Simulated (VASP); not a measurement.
The system is Zn.

```xyz
2
Lattice="2.6700 0.0000 0.0000 -1.3350 2.3123 0.0000 0.0000 0.0000 4.9660" Properties=species:S:1:pos:R:3 pbc="T T T"
Zn    0.0000    1.5415    1.2415
Zn    1.3350    0.7708    3.7245
```

| Quantity | Value |
| --- | --- |
| Program | VASP 6.6.1 |
| Task | relaxation of cell and atoms |
| Functional | PBE |
| Dispersion | D3(BJ) |
| Potentials or basis | VASP PAW PBE potentials, release 64 (Zn) |
| Cutoff | 600 eV |
| k mesh | 18 × 18 × 8 |
| Occupations | methfessel-paxton, width 0.1 eV |
| Spin | no spin polarisation |

At the start: pressure -4.9 GPa; volume 15.33 Å³/atom.

Where does the relaxation end?

Over 10 steps the energy falls by 16.5 meV/atom and the volume is 14.30 Å³/atom (-6.7 %); space group P6_3/mmc (No. 194, to 0.05 Å).

The path:
```csv
step,energy change (eV),largest force (eV/Å),pressure (GPa),volume (Å³)
1,0.0000,0.0000,-4.91,30.66
2,-0.0320,0.0000,0.33,28.62
3,-0.0321,0.0000,-0.02,28.74
4,-0.0321,0.0000,-0.08,28.77
5,-0.0324,0.0000,-0.17,28.75
6,-0.0328,0.0000,-0.12,28.69
7,-0.0329,0.0000,-0.15,28.67
8,-0.0331,0.0000,-0.10,28.62
9,-0.0319,0.0000,-0.03,28.51
10,-0.0331,0.0000,-0.08,28.61
```

Final structure:
```
Zn
1.0
     2.62458    0.00000    0.00000
    -1.31229    2.27295    0.00000
     0.00000    0.00000    4.79554
Zn
2
Direct
  0.33333 0.66667 0.25000
  0.66667 0.33333 0.75000
```

Caveat: pairwise dispersion overbinds metals, which lowers pressure and volume.
